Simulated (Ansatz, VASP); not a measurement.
## One calculation of Si, two programs

Contents of INCAR:

```
SYSTEM = Si
PREC = Accurate
ENCUT = 520
EDIFF = 1E-7
ISMEAR = 0
SIGMA = 0.05
LREAL = .FALSE.
LASPH = .TRUE.
NELM = 100
ALGO = Normal
ISIF = 2
LWAVE = .FALSE.
LCHARG = .FALSE.
NBANDS = 11
```

The input KPOINTS:

```
regular mesh
0
G
  10 10 10
  0 0 0
```

Contents of POSCAR:

```
Si
1.0
    0.0135773500      2.7154700000      2.7154700000
    2.7290473500      0.0000000000      2.7290473500
    2.7154700000      2.7154700000      0.0135773500
Si
2
Direct
    0.5000000000      0.5000000000      0.5000000000
    0.7500000000      0.7500000000      0.7500000000
```

Input for Ansatz:

```yaml
crystal:
  lattice:
    - [0.01357735, 2.71547, 2.71547]
    - [2.72904735, 0.0, 2.72904735]
    - [2.71547, 2.71547, 0.01357735]
  atoms:
    - { symbol: Si, position: [0.5, 0.5, 0.5] }
    - { symbol: Si, position: [0.75, 0.75, 0.75] }
basis:
  ecutwfc: 420
kpoints:
  mp_grid: { grid: [10, 10, 10] }
hamiltonian:
  xc: lda
scf:
  occupations: { method: gaussian, width: 0.05 }
output:
  forces: true
  stress: true
  eigenvalues: true
```

Change from the starting cell: strain +0.0100 x Voigt [0, 0, 0, 0, 1, 0], atoms carried along.

Alike in both runs: task single point; functional LDA; k mesh 10 × 10 × 10; occupations gaussian, width 0.05 eV; no spin polarisation.

|  | VASP | Ansatz |
| --- | --- | --- |
| version | VASP 6.6.1 | Ansatz 0.2.0 |
| potentials or method | VASP PAW LDA potentials, release 64 (Si) | scalar-relativistic, plane waves, PAW |
| plane-wave cutoff (eV) | 520 | 420 |
| valence electrons in the cell | 8 | 8 |

Ansatz gave:

- gap on the k mesh at the Fermi level (eV): 0.47
- least direct gap on the mesh (eV): 2.44
- pressure (GPa): -1.5
- largest component of the traceless stress (GPa): 1.00
- rms of the force components (eV/Å): 0.053

Task: Which values does VASP return?

Result: gap on the k mesh at the Fermi level (eV): 0.46; least direct gap on the mesh (eV): 2.44; pressure (GPa): -1.4; largest component of the traceless stress (GPa): 1.01; rms of the force components (eV/Å): 0.054.

Atom by atom the forces differ by 0.000 eV/Å (rms over components).
